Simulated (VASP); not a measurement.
Input:

```
AlGa3N4
1.0
    0.00026     4.46895     4.46599
    4.46895     0.00026     4.46599
    2.23460     2.23460     0.00000
Ga N Al
3 4 1
Direct
  0.99969   0.99969   0.00063
  0.99955   0.50052   0.99992
  0.50052   0.99955   0.99992
  0.12491   0.12491   0.25018
  0.13227   0.62267   0.24506
  0.62267   0.13227   0.24506
  0.62001   0.62001   0.25998
  0.50038   0.50038   0.99924
```

Method: PBEsol GGA, VASP's PBE PAW potentials (set 64) (plane waves; VASP). Run with 520 eV cut-off, 5×5×10 Γ-centred mesh, tetrahedra with Blöchl corrections, potentials Ga_d N Al.

The cores are frozen, which limits the accuracy of field gradients.

### Question
Give the principal components of the electric field gradient (V/Å²) and the asymmetry η at each nucleus.

### Answer

| atom | Vxx | Vyy | Vzz | η |
|---|---|---|---|---|
| Ga1 | -3.9 | -0.5 | 4.4 | 0.77 |
| Ga2 | 3.5 | 1.8 | -5.2 | 0.32 |
| Ga3 | 3.5 | 1.8 | -5.2 | 0.32 |
| N4 | 0.0 | 0.0 | 0.1 | - |
| N5 | 8.5 | 8.4 | -16.9 | 0.01 |
| N6 | 8.5 | 8.4 | -16.9 | 0.01 |
| N7 | 17.0 | 2.0 | -19.0 | 0.79 |
| Al8 | -1.0 | -0.8 | 1.8 | 0.10 |

The structure was generated: AlGa3N4 was put into an ordered model structure (Amm2), which need not be its known phase. It was relaxed first.
